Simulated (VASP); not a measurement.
# FeGe: formation energy of interstitial Li, part 4 of 6

Aim: the formation energy and local structure of interstitial Li in FeGe. The start is a cell from a database of measured crystal structures.

VASP 6.6.1, plane waves and PAW; the level of theory is named at each step.

So far. Step 3 (Relax the host again, on a new basis): The start already met the threshold, so nothing moved. Step 4 (The supercell without the defect): The host is treated as a metal, as its relaxation found a gap under 0.3 eV or none, and only the neutral defect is run.

The database entry behind the starting cell differs from later determinations by our own check (about 0.2 % short), so it need not match the best structure at ambient conditions.

### 5. Reference Li

This step: PBEsol; plane waves and PAW (Li) (VASP 6.6.1).

System of this step: Li. The structure is cubic, space group Im-3m (No. 229). Conventional cell: a = 3.490 Å, b = 3.490 Å, c = 3.490 Å, α = 90.00°, β = 90.00°, γ = 90.00°. Nearest to Li lie 8 Li at 3.02 Å.

The reference for Li is its crystal, relaxed at the cutoff of the large cell.

INCAR reads:

```
SYSTEM = Li
PREC = Normal
ENCUT = 300
EDIFF = 1E-05
NELM = 120
ISMEAR = 1
SIGMA = 0.1
LREAL = Auto
ALGO = Fast
GGA = PS
NBANDS = 6
LORBIT = 11
LWAVE = .FALSE.
LCHARG = .FALSE.
KPAR = 4
LASPH = .TRUE.
IBRION = 2
NSW = 25
ISIF = 3
EDIFFG = -0.02
POTIM = 0.4
```

POSCAR reads:

```
Li
1.0
   -1.7450000000      1.7450000000      1.7450000000
    1.7450000000     -1.7450000000      1.7450000000
    1.7450000000      1.7450000000     -1.7450000000
Li
1
Direct
    0.0000000000      0.0000000000      0.0000000000
```

KPOINTS reads:

```
Automatic mesh
0
Gamma
11 11 11
0 0 0
```

PAW data sets: Li (PBE family, release 64).

Command:

```console
$ mpirun -np 4 vasp_std
```

What it wrote:

```text
[banner, memory and clock lines left out]
running    4 mpi-ranks, on    1 nodes
 distrk:  each k-point on    1 cores,    4 groups
 distr:  one band on    1 cores,    1 groups

 POSCAR found type information on POSCAR Li
 POSCAR found :  1 types and       1 ions
|                                                                             |
|               ----> ADVICE to this user running VASP <----                  |
|                                                                             |
|     You have a (more or less) 'small supercell' and for smaller cells       |
|     it is recommended to use the reciprocal-space projection scheme!        |
|     The real-space optimization is not efficient for small cells and it     |
|     is also less accurate ...                                               |
|     Therefore, set LREAL=.FALSE. in the INCAR file.                         |
|                                                                             |

 [... a notice as in an earlier step ...]

 LDA part: xc-table for (Slater+PW92), standard interpolation
 POSCAR, INCAR and KPOINTS ok, starting setup
 FFT: planning ... GRIDC
 FFT: planning ... GRID_SOFT
 FFT: planning ... GRID
 WAVECAR not read
 entering main loop
       N       E                     dE             d eps       ncg     rms          rms(c)
DAV:   1    -0.188109487559E+01   -0.18811E+01   -0.13808E+02   852   0.313E+01
DAV:   2    -0.196106860044E+01   -0.79974E-01   -0.66918E-01   936   0.313E+00
DAV:   3    -0.196132279579E+01   -0.25420E-03   -0.25420E-03   756   0.134E-01
DAV:   4    -0.196132289979E+01   -0.10400E-06   -0.10399E-06   894   0.244E-03
DAV:   5    -0.196132289984E+01   -0.42455E-10   -0.49046E-10   720   0.458E-05    0.138E-01
RMM:   6    -0.196051012694E+01    0.81277E-03   -0.18384E-05   657   0.173E-02    0.902E-02
RMM:   7    -0.196001470171E+01    0.49543E-03   -0.57177E-05   664   0.336E-02    0.410E-03
RMM:   8    -0.196000470206E+01    0.99997E-05   -0.30211E-06   424   0.106E-02
   1 F= -.19600047E+01 E0= -.19597495E+01  d E =-.196000E+01
 curvature:   0.00 expect dE= 0.000E+00 dE for cont linesearch  0.000E+00
 trial: gam= 0.00000 g(F)=  0.344E-67 g(S)=  0.551E-03 ort = 0.000E+00 (trialstep = 0.100E+01)
 search vector abs. value=  0.551E-03
 bond charge predicted
       N       E                     dE             d eps       ncg     rms          rms(c)
DAV:   1    -0.196049600830E+01   -0.48131E-03   -0.17913E-04   738   0.443E-02    0.226E-03
RMM:   2    -0.196049598650E+01    0.21800E-07   -0.12299E-06   266   0.612E-03
   2 F= -.19604960E+01 E0= -.19602376E+01  d E =-.491284E-03
[...]
3 F= -.19614234E+01 E0= -.19611558E+01  d E =-.141872E-02
[...]
4 F= -.19602082E+01 E0= -.19599248E+01  d E =-.203505E-03
 curvature:  13.73 expect dE= 0.829E-02 dE for cont linesearch  0.829E-02
 ZBRENT: bracketing found
 ZBRENT: interpolating
 opt :   5.3216  next Energy=    -1.961531 (dE=-0.153E-02)
 bond charge predicted
       N       E                     dE             d eps       ncg     rms          rms(c)
DAV:   1    -0.196155572244E+01   -0.13405E-02   -0.39607E-03   678   0.213E-01    0.114E-02
RMM:   2    -0.196154626073E+01    0.94617E-05   -0.34970E-05   556   0.333E-02
   5 F= -.19615463E+01 E0= -.19612748E+01  d E =-.154156E-02
 curvature:  -0.18 expect dE=-0.440E-07 dE for cont linesearch -0.440E-07
 trial: gam=-0.02072 g(F)=  0.229E-67 g(S)=  0.247E-06 ort = 0.117E-04 (trialstep = 0.186E+01)
 search vector abs. value=  0.211E-09
 reached required accuracy - stopping structural energy minimisation
```

The job ended after 7.4 s (4 MPI ranks of Intel Xeon Platinum 8488C (Sapphire Rapids), shared host; peak memory 0.38 GiB).

OUTCAR, selected parts (step 5):

```text
   k-points           NKPTS =     56   k-points in BZ     NKDIM =     56   number of bands    NBANDS=      6

   ENCUT  =  300.0 eV  22.05 Ry    4.70 a.u.   4.27  4.27  4.27*2*pi/ulx,y,z

   NELECT =       1.0000    total number of electrons

 E-fermi :   0.3951

 k-point     1 :       0.0000    0.0000    0.0000
  band No.  band energies     occupation
      1      -3.1698      2.00000
      2      15.1014      0.00000
      3      15.1015      0.00000
      4      15.1015      0.00000
      5      19.6812      0.00000
      6      19.6812      0.00000

  Total       -0.0014597     -0.0014597     -0.0014597     -0.0000000     -0.0000000      0.0000000
  in kB       -0.1148441     -0.1148441     -0.1148441     -0.0000000     -0.0000000      0.0000000
  external PRESSURE =      -0.1148441 kB  Pullay stress =       0.0000000 kB

 POSITION                                       TOTAL-FORCE (eV/Angst)
 -----------------------------------------------------------------------------------
      0.00000      0.00000      0.00000         0.000000      0.000000      0.000000
 -----------------------------------------------------------------------------------
    total drift:                               -0.000000      0.000000      0.000000

  FREE ENERGIE OF THE ION-ELECTRON SYSTEM (eV)
  ---------------------------------------------------
  free  energy   TOTEN  =        -1.9615462607 eV

  energy  without entropy=       -1.9607317927  energy(sigma->0) =       -1.96127477

[... 1 part as in an earlier step ...]

[... 15 further parts left out ...]
```

CONTCAR:

```
Li
   1.00000000000000
    -1.7202820720960577    1.7202820720960577    1.7202820720960577
     1.7202820720960577   -1.7202820720960577    1.7202820720960577
     1.7202820720960577    1.7202820720960577   -1.7202820720960577
  Li
     1
Direct
     0.0000000000000000    0.0000000000000000    0.0000000000000000
```

This run has no spin polarisation. Its electron count is odd, so without a moment it is a metal by construction. The run keeps the 48 symmetry operations of its start, so it cannot find a distortion of lower symmetry.

Relaxation path:

```
step  energy less that of the first step (eV)  largest force (eV/Å)  pressure (GPa)  volume (Å³)
   1                                   0.0000                0.0000           -0.52        21.25
   2                                  -0.0005                0.0000           -0.41        21.08
   3                                  -0.0014                0.0000           -0.16        20.58
   4                                  -0.0002                0.0000            0.59        19.60
   5                                  -0.0015                0.0000           -0.01        20.36
```

```
conventional cell, symmetrised  before  after  change
                         a (Å)   3.490  3.441  -1.4 %
                         b (Å)   3.490  3.441  -1.4 %
                         c (Å)   3.490  3.441  -1.4 %
              volume (Å³/atom)   21.25  20.36  -4.2 %
```

Final coordinates:

```cif
data_structure
_symmetry_space_group_name_H-M 'P 1'
_symmetry_Int_Tables_number 1
_cell_length_a 2.9796
_cell_length_b 2.9796
_cell_length_c 2.9796
_cell_angle_alpha 109.471
_cell_angle_beta 109.471
_cell_angle_gamma 109.471
_cell_volume 20.36
loop_
_atom_site_label
_atom_site_type_symbol
_atom_site_fract_x
_atom_site_fract_y
_atom_site_fract_z
_atom_site_occupancy
Li1 Li 0.00000 0.00000 0.00000 1
```

Numbers from this step:

* electrons: 1
* free energy (TOTEN): -1.962 eV
* energy at zero smearing: -1.961 eV
* Fermi energy: 0.3951 eV

The run ended after 5 ionic steps, 0.002 eV below its first step, once forces and stress met EDIFFG = -0.02.

Energy at zero smearing: -1.96127 eV.

### 6. Reference Fe

This step: PBEsol, spin-polarised from a ferromagnetic start (one magnetic atom a cell); plane waves and PAW (Fe) (VASP 6.6.1).

System of this step: Fe. Symmetry: Im-3m, No. 229, cubic system. The conventional cell has a = 2.870 Å, b = 2.870 Å, c = 2.870 Å, α = 90.00°, β = 90.00°, γ = 90.00°. Nearest to Fe lie 8 Fe at 2.49 Å.

Fe is not exchanged here; its energy serves the host's formation enthalpy.

Changes to INCAR since step 5:

```diff
@@ -1,2 +1,2 @@
-SYSTEM = Li
+SYSTEM = Fe
 PREC = Normal
@@ -10,3 +10,7 @@
 GGA = PS
-NBANDS = 6
+NBANDS = 12
+ISPIN = 2
+MAGMOM = 2.5
+LASPH = .TRUE.
+LMAXMIX = 4
 LORBIT = 11
@@ -15,3 +19,2 @@
 KPAR = 4
-LASPH = .TRUE.
 IBRION = 2
```

POSCAR reads:

```
Fe
1.0
   -1.4350000000      1.4350000000      1.4350000000
    1.4350000000     -1.4350000000      1.4350000000
    1.4350000000      1.4350000000     -1.4350000000
Fe
1
Direct
    0.0000000000      0.0000000000      0.0000000000
```

KPOINTS reads:

```
Automatic mesh
0
Gamma
13 13 13
0 0 0
```

Potentials, in the order of the species: Fe (PBE family, release 64).

Command:

```console
$ mpirun -np 4 vasp_std
```

What it wrote:

```text
[banner, memory and clock lines left out]
running    4 mpi-ranks, on    1 nodes
 distrk:  each k-point on    1 cores,    4 groups
 distr:  one band on    1 cores,    1 groups

 POSCAR found type information on POSCAR Fe
 POSCAR found :  1 types and       1 ions
 [... a notice as in an earlier step ...]

 [... a notice as in an earlier step ...]

 LDA part: xc-table for (Slater+PW92), standard interpolation
 POSCAR, INCAR and KPOINTS ok, starting setup
 FFT: planning ... GRIDC
 FFT: planning ... GRID_SOFT
 FFT: planning ... GRID
 WAVECAR not read
 entering main loop
       N       E                     dE             d eps       ncg     rms          rms(c)
DAV:   1     0.116628843597E+02    0.11663E+02   -0.27961E+03  4488   0.516E+02
DAV:   2    -0.969577553367E+01   -0.21359E+02   -0.19469E+02  4192   0.101E+02
DAV:   3    -0.100793728092E+02   -0.38360E+00   -0.38293E+00  4732   0.158E+01
DAV:   4    -0.100805531678E+02   -0.11804E-02   -0.11803E-02  4476   0.790E-01
DAV:   5    -0.100805599609E+02   -0.67931E-05   -0.67938E-05  4664   0.620E-02    0.114E+01
RMM:   6    -0.896629003027E+01    0.11143E+01   -0.24688E+00  4032   0.183E+01    0.663E+00
RMM:   7    -0.888816410605E+01    0.78126E-01   -0.14707E-01  4032   0.488E+00    0.374E+00
RMM:   8    -0.887652091013E+01    0.11643E-01   -0.84553E-03  4032   0.689E-01    0.129E+00
RMM:   9    -0.886905989935E+01    0.74610E-02   -0.12801E-03  4031   0.255E-01    0.372E-01
RMM:  10    -0.886849157153E+01    0.56833E-03   -0.42343E-04  4031   0.247E-01    0.825E-02
RMM:  11    -0.886853586552E+01   -0.44294E-04   -0.62577E-05  3960   0.790E-02    0.596E-02
RMM:  12    -0.886854010176E+01   -0.42362E-05   -0.12727E-05  3119   0.328E-02
   1 F= -.88685401E+01 E0= -.88684844E+01  d E =-.886854E+01  mag=     2.2274
 curvature:   0.00 expect dE= 0.000E+00 dE for cont linesearch  0.000E+00
 trial: gam= 0.00000 g(F)=  0.375E-63 g(S)=  0.172E+00 ort = 0.000E+00 (trialstep = 0.100E+01)
 search vector abs. value=  0.172E+00
 bond charge predicted
       N       E                     dE             d eps       ncg     rms          rms(c)
DAV:   1    -0.104419383781E+02   -0.15734E+01   -0.27796E+01  4572   0.721E+01    0.124E+01
RMM:   2    -0.896623572214E+01    0.14757E+01   -0.13519E+00  4032   0.144E+01    0.871E+00
RMM:   3    -0.893854582154E+01    0.27690E-01   -0.56075E-02  4032   0.291E+00    0.409E+00
RMM:   4    -0.891897017695E+01    0.19576E-01   -0.64436E-03  4033   0.688E-01    0.827E-01
RMM:   5    -0.890612575234E+01    0.12844E-01   -0.33233E-03  4032   0.589E-01    0.256E-01
RMM:   6    -0.890612890765E+01   -0.31553E-05   -0.81320E-04  4043   0.301E-01    0.949E-02
RMM:   7    -0.890612768764E+01    0.12200E-05   -0.13694E-04  4042   0.103E-01    0.479E-02
RMM:   8    -0.890612590035E+01    0.17873E-05   -0.23603E-05  3690   0.448E-02
   2 F= -.89061259E+01 E0= -.89060854E+01  d E =-.375858E-01  mag=     1.9978
 trial-energy change:   -0.037586  1 .order   -0.025564   -0.172287    0.121160
 step:   0.6435(harm=  0.5871)  dis= 0.00000  next Energy=    -8.927178 (dE=-0.586E-01)
 bond charge predicted
       N       E                     dE             d eps       ncg     rms          rms(c)
DAV:   1    -0.913993838381E+01   -0.23381E+00   -0.37878E+00  4356   0.290E+01    0.452E+00
RMM:   2    -0.894806204706E+01    0.19188E+00   -0.23982E-01  4032   0.580E+00    0.411E+00
RMM:   3    -0.893200836152E+01    0.16054E-01   -0.14181E-02  4032   0.150E+00    0.149E+00
RMM:   4    -0.892963804176E+01    0.23703E-02   -0.11694E-03  4032   0.352E-01    0.411E-01
RMM:   5    -0.892768332515E+01    0.19547E-02   -0.74115E-04  4029   0.282E-01    0.725E-02
RMM:   6    -0.892770729243E+01   -0.23967E-04   -0.97890E-05  4048   0.888E-02    0.273E-02
RMM:   7    -0.892771312088E+01   -0.58285E-05   -0.14660E-05  3385   0.303E-02
   3 F= -.89277131E+01 E0= -.89273696E+01  d E =-.591730E-01  mag=     2.0679
 curvature:  -0.29 expect dE=-0.864E-05 dE for cont linesearch -0.864E-05
 trial: gam= 0.00000 g(F)=  0.103E-62 g(S)=  0.300E-04 ort =-0.227E-02 (trialstep = 0.929E+00)
 search vector abs. value=  0.300E-04
 reached required accuracy - stopping structural energy minimisation
```

It took 15 s on 4 MPI ranks; peak memory 0.42 GiB; 37 s of CPU time.

Parts of OUTCAR (step 6):

```text
   k-points           NKPTS =     84   k-points in BZ     NKDIM =     84   number of bands    NBANDS=     12

   ENCUT  =  300.0 eV  22.05 Ry    4.70 a.u.   3.51  3.51  3.51*2*pi/ulx,y,z

   NELECT =       8.0000    total number of electrons

 E-fermi :   6.2963

 spin component 1
 k-point     1 :       0.0000    0.0000    0.0000
  band No.  band energies     occupation
    ...
      2       3.8421      1.00000
      3       3.8421      1.00000
      4       3.8421      1.00000
      5       5.2016      1.00000
      6       5.2016      1.00000
      7      31.6685      0.00000
      8      31.6685      0.00000
      9      31.6685      0.00000
     10      37.1438      0.00000
     11      37.1438      0.00000
    ...

 k-point     2 :       0.0769    0.0000    0.0000
  band No.  band energies     occupation
    ...
      2       3.7687      1.00000
      3       3.8343      1.00000
      4       3.9850      1.00000
      5       5.1301      1.00000
      6       5.2076      1.00000
      7      30.1897      0.00000
      8      31.3151      0.00000
      9      31.5411      0.00000
     10      36.3942      0.00000
     11      37.1666      0.00000
    ...

  Total        0.0160908      0.0160908      0.0160908      0.0000000     -0.0000000     -0.0000000
  in kB        2.3919622      2.3919622      2.3919622      0.0000000     -0.0000000     -0.0000000
  external PRESSURE =       2.3919622 kB  Pullay stress =       0.0000000 kB

 POSITION                                       TOTAL-FORCE (eV/Angst)
 -----------------------------------------------------------------------------------
      0.00000      0.00000      0.00000        -0.000000      0.000000     -0.000000
 -----------------------------------------------------------------------------------
    total drift:                                0.000000      0.000000     -0.000000

  FREE ENERGIE OF THE ION-ELECTRON SYSTEM (eV)
  ---------------------------------------------------
  free  energy   TOTEN  =        -8.9277131209 eV

  energy  without entropy=       -8.9266825192  energy(sigma->0) =       -8.92736959

 magnetization (x)
# of ion       s       p       d       tot
------------------------------------------
    1       -0.012  -0.051   2.111   2.048

[... 3 parts as in an earlier step ...]

[... 18 further parts left out ...]
```

The cell holds one magnetic atom, so no antiferromagnetic order fits into it. After so large a change of volume the plane waves of the start cell no longer fit, so the final stress carries a basis-set error.

Relaxation path:

```
step  energy less that of the first step (eV)  largest force (eV/Å)  pressure (GPa)  volume (Å³)
   1                                   0.0000                0.0000          -16.53        11.82
   2                                  -0.0376                0.0000           13.44        10.23
   3                                  -0.0592                0.0000            0.24        10.78
```

```
conventional cell, symmetrised  before  after  change
                         a (Å)   2.870  2.783  -3.0 %
                         b (Å)   2.870  2.783  -3.0 %
                         c (Å)   2.870  2.783  -3.0 %
              volume (Å³/atom)   11.82  10.78  -8.8 %
```

The relaxed structure:

```cif
data_structure
_symmetry_space_group_name_H-M 'P 1'
_symmetry_Int_Tables_number 1
_cell_length_a 2.4102
_cell_length_b 2.4102
_cell_length_c 2.4102
_cell_angle_alpha 109.471
_cell_angle_beta 109.471
_cell_angle_gamma 109.471
_cell_volume 10.78
loop_
_atom_site_label
_atom_site_type_symbol
_atom_site_fract_x
_atom_site_fract_y
_atom_site_fract_z
_atom_site_occupancy
Fe1 Fe 0.00000 0.00000 0.00000 1
```

This step gave:

```
electronic cycles                                 : 27
electrons                                         : 8
free energy (TOTEN)                               : -8.928 eV
energy at zero smearing                           : -8.927 eV
Fermi energy                                      : 6.296 eV
moment of the cell, from the last line of the log : 2.068 μB
```

Spin moment in the PAW sphere by atom:

```
atom  spin moment in the PAW sphere (μB)
 Fe1                                2.05
```

The run ended after 3 ionic steps, 0.059 eV below its first step, once forces and stress met EDIFFG = -0.02.

Energy at zero smearing: -8.92737 eV.

(Continued in part 5 of 6.)

[Lines on the potential files, build, host, timing and source positions are cut from VASP's logs without a mark.]

[Logs are printed without paths, hosts, clocks, repeated set-up lines and the standing remarks that a program may print on its own settings, such as how far it seeks lower states.]

[Hosts, paths, dates, database ids (printed as entryN), source tags and the programs' standing remarks are cut or masked in the printed files.]

[In band tables of VASP the shares of atoms and orbitals are scaled to a sum of 1 inside the atoms' spheres.]

[Runs that stopped without an error message from VASP are left out.]
